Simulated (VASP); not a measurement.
Calculation: rev-vdW-DF2, VASP's PBE PAW potentials (set 64) (plane waves; VASP 6.6.1).

The input files of a VASP run:

### KPOINTS
```
Regular mesh
0
gamma
10 10 10
0 0 0
```

**POSCAR**
```
Bi
1
    4.2506221909    -2.3253296435    -0.0024446251
    4.2506221909     2.3253296435    -0.0024446251
    2.9807336074     0.0000000000     3.8197094228
Bi
2
Direct
  0.2354180019   0.2354180019   0.2354180019
  0.7645819981   0.7645819981   0.7645819981
```

**INCAR**
```
ISMEAR = 1   # Methfessel-Paxton
LREAL = .False.   # projection in real space or not
PREC = Accurate
IBRION = 2   # conjugate gradients
LCHARG = .False.
EDIFFG = -0.01   # ionic stop
NELM = 100
PARAM2 = 0.7114
SIGMA = 0.1   # width (eV)
NSW = 30   # most ionic steps
GGA = MK
ISIF = 4   # ions and shape, fixed volume
ALGO = Normal   # blocked Davidson
EDIFF = 1E-7   # SCF stop (eV)
LWAVE = .False.
LMAXMIX = 4
LUSE_VDW = .True.
LASPH = .True.
PARAM1 = 0.1234568
ZAB_VDW = -1.8867
AGGAC = 0.0
ENCUT = 520
SYSTEM = Bi
```

POTCAR, in this order: Bi_d (PBE.64 set). Program: vasp_std.

The resulting files:

File OSZICAR:
```
       N       E                     dE             d eps       ncg     rms          rms(c)
DAV:   1     0.297829318030E+03    0.29783E+03   -0.16560E+04  4408   0.185E+03
DAV:   2     0.217539516025E+02   -0.27608E+03   -0.27204E+03  4426   0.451E+02
DAV:   3    -0.102946644737E+01   -0.22783E+02   -0.22477E+02  5132   0.154E+02
DAV:   4    -0.182514519811E+01   -0.79568E+00   -0.79381E+00  4830   0.315E+01
DAV:   5    -0.186676952432E+01   -0.41624E-01   -0.41623E-01  6032   0.645E+00    0.944E-01
DAV:   6    -0.186468092535E+01    0.20886E-02   -0.18991E-02  5324   0.149E+00    0.573E-01
DAV:   7    -0.186492592257E+01   -0.24500E-03   -0.12648E-02  4671   0.131E+00    0.999E-02
DAV:   8    -0.186510697510E+01   -0.18105E-03   -0.15571E-03  4771   0.478E-01    0.213E-02
DAV:   9    -0.186512902443E+01   -0.22049E-04   -0.65030E-05  6200   0.678E-02    0.107E-02
DAV:  10    -0.186512861503E+01    0.40940E-06   -0.73830E-06  5472   0.213E-02    0.158E-03
DAV:  11    -0.186512883555E+01   -0.22052E-06   -0.44144E-07  3993   0.638E-03    0.861E-04
DAV:  12    -0.186512885140E+01   -0.15851E-07   -0.14663E-07  3562   0.273E-03
   1 F= -.18651289E+01 E0= -.18651501E+01  d E =-.186513E+01
       N       E                     dE             d eps       ncg     rms          rms(c)
DAV:   1    -0.186531771871E+01   -0.18888E-03   -0.15532E+00  4810   0.852E+00    0.230E-01
DAV:   2    -0.186981529101E+01   -0.44976E-02   -0.57416E-02  6492   0.294E+00    0.132E-01
DAV:   3    -0.186924507071E+01    0.57022E-03   -0.11399E-03  6400   0.486E-01    0.348E-02
DAV:   4    -0.186923764974E+01    0.74210E-05   -0.32613E-04  5954   0.178E-01    0.817E-03
DAV:   5    -0.186923751767E+01    0.13207E-06   -0.25759E-05  4865   0.680E-02    0.278E-03
DAV:   6    -0.186923760835E+01   -0.90682E-07   -0.15064E-06  6228   0.157E-02    0.130E-03
DAV:   7    -0.186923761486E+01   -0.65056E-08   -0.13165E-07  2351   0.433E-03
   2 F= -.18692376E+01 E0= -.18692556E+01  d E =-.410876E-02
       N       E                     dE             d eps       ncg     rms          rms(c)
DAV:   1    -0.185154997523E+01    0.17688E-01   -0.82848E+00  4807   0.199E+01    0.527E-01
DAV:   2    -0.187683901460E+01   -0.25289E-01   -0.31876E-01  6489   0.668E+00    0.303E-01
DAV:   3    -0.187383238830E+01    0.30066E-02   -0.58512E-03  6212   0.108E+00    0.821E-02
DAV:   4    -0.187377436613E+01    0.58022E-04   -0.16827E-03  5898   0.419E-01    0.184E-02
DAV:   5    -0.187377670459E+01   -0.23385E-05   -0.15179E-04  4830   0.169E-01    0.651E-03
DAV:   6    -0.187377687113E+01   -0.16653E-06   -0.91635E-06  7003   0.408E-02    0.297E-03
DAV:   7    -0.187377687618E+01   -0.50522E-08   -0.88638E-07  4921   0.105E-02
   3 F= -.18737769E+01 E0= -.18737816E+01  d E =-.864802E-02
       N       E                     dE             d eps       ncg     rms          rms(c)
DAV:   1    -0.187359309124E+01    0.18378E-03   -0.94372E-02  4807   0.209E+00    0.559E-02
DAV:   2    -0.187385133175E+01   -0.25824E-03   -0.33366E-03  6495   0.717E-01    0.323E-02
DAV:   3    -0.187381678990E+01    0.34542E-04   -0.74501E-05  6321   0.121E-01    0.810E-03
DAV:   4    -0.187381678309E+01    0.68121E-08   -0.20533E-05  5880   0.426E-02    0.211E-03
DAV:   5    -0.187381666927E+01    0.11382E-06   -0.14260E-06  4693   0.154E-02    0.727E-04
DAV:   6    -0.187381668006E+01   -0.10792E-07   -0.65162E-08  2264   0.373E-03
   4 F= -.18738167E+01 E0= -.18738209E+01  d E =-.868783E-02
       N       E                     dE             d eps       ncg     rms          rms(c)
DAV:   1    -0.188278467827E+01   -0.89680E-02   -0.39218E-01  4628   0.518E+00    0.460E-01
DAV:   2    -0.187790508438E+01    0.48796E-02   -0.16666E-02  5850   0.208E+00    0.296E-01
DAV:   3    -0.187453088287E+01    0.33742E-02   -0.56834E-03  5576   0.155E+00    0.294E-02
DAV:   4    -0.187466622471E+01   -0.13534E-03   -0.17715E-03  4576   0.550E-01    0.172E-02
DAV:   5    -0.187466749944E+01   -0.12747E-05   -0.70955E-05  5759   0.858E-02    0.506E-03
DAV:   6    -0.187466713605E+01    0.36339E-06   -0.58679E-06  5571   0.363E-02    0.190E-03
DAV:   7    -0.187466727947E+01   -0.14343E-06   -0.74927E-07  4760   0.118E-02    0.532E-04
DAV:   8    -0.187466731670E+01   -0.37227E-07   -0.52046E-08  2285   0.400E-03
   5 F= -.18746673E+01 E0= -.18746491E+01  d E =-.850637E-03
       N       E                     dE             d eps       ncg     rms          rms(c)
DAV:   1    -0.188804305640E+01   -0.13376E-01   -0.62813E-01  4645   0.654E+00    0.581E-01
DAV:   2    -0.188020704030E+01    0.78360E-02   -0.26642E-02  5596   0.257E+00    0.374E-01
DAV:   3    -0.187481727247E+01    0.53898E-02   -0.91708E-03  5588   0.191E+00    0.371E-02
DAV:   4    -0.187502431413E+01   -0.20704E-03   -0.27476E-03  4581   0.688E-01    0.220E-02
DAV:   5    -0.187502621168E+01   -0.18976E-05   -0.11365E-04  5663   0.109E-01    0.606E-03
DAV:   6    -0.187502564422E+01    0.56747E-06   -0.99912E-06  5580   0.441E-02    0.249E-03
DAV:   7    -0.187502584651E+01   -0.20229E-06   -0.12697E-06  5435   0.164E-02    0.719E-04
DAV:   8    -0.187502589623E+01   -0.49723E-07   -0.77346E-08  2401   0.519E-03
   6 F= -.18750259E+01 E0= -.18749849E+01  d E =-.120922E-02
```

### OUTCAR
```
------------------------ aborting loop because EDIFF is reached ----------------------------------------
  FORCE on cell =-STRESS in cart. coord.  units (eV):
  Direction    XX          YY          ZZ          XY          YZ          ZX
  --------------------------------------------------------------------------------------
  Total       -0.7272979     -0.7235626     -0.7239751      0.0000000      0.0000000     -0.0012410
  in kB      -15.4251962    -15.3459749    -15.3547221      0.0000000      0.0000000     -0.0263193
  external PRESSURE =     -15.3752977 kB  Pullay stress =       0.0000000 kB
  volume of cell :       75.54
      direct lattice vectors                 reciprocal lattice vectors
     4.328635043 -2.300665067  0.038480284     0.116341618 -0.217328462 -0.093564897
     4.328635043  2.300665067  0.038480284     0.116341618  0.217328462 -0.093564897
     3.072216151  0.000000000  3.820092885    -0.002343848  0.000000000  0.263658722
 POSITION                                       TOTAL-FORCE (eV/Angst)
 -----------------------------------------------------------------------------------
      2.72495      0.00000      0.90535         0.004539      0.000000      0.001508
      9.00453      0.00000      2.99170        -0.004539      0.000000     -0.001508
 -----------------------------------------------------------------------------------
    total drift:                                0.000000      0.000000      0.000000
  FREE ENERGIE OF THE ION-ELECTRON SYSTEM (eV)
  ---------------------------------------------------
  free  energy   TOTEN  =        -1.8750258962 eV

  energy  without entropy=       -1.8749028976  energy(sigma->0) =       -1.87498490

 reached required accuracy - stopping structural energy minimisation
```
(Selected blocks of OUTCAR.)

### CONTCAR
```
Bi
   1.00000000000000
     4.3286350433780942   -2.3006650669675870    0.0384802836450183
     4.3286350433780942    2.3006650669675870    0.0384802836450183
     3.0722161507590933    0.0000000000000000    3.8200928846353386
  Bi
     2
Direct
     0.2323164398914061    0.2323164398914061    0.2323164399181703
     0.7676835601085940    0.7676835601085940    0.7676835600818297
```

The compound is Bi in the a7 structure. This cell is one point of a volume scan, at 1.06 of the reference volume. Symmetry was kept, so distortions that lower it aren't found.
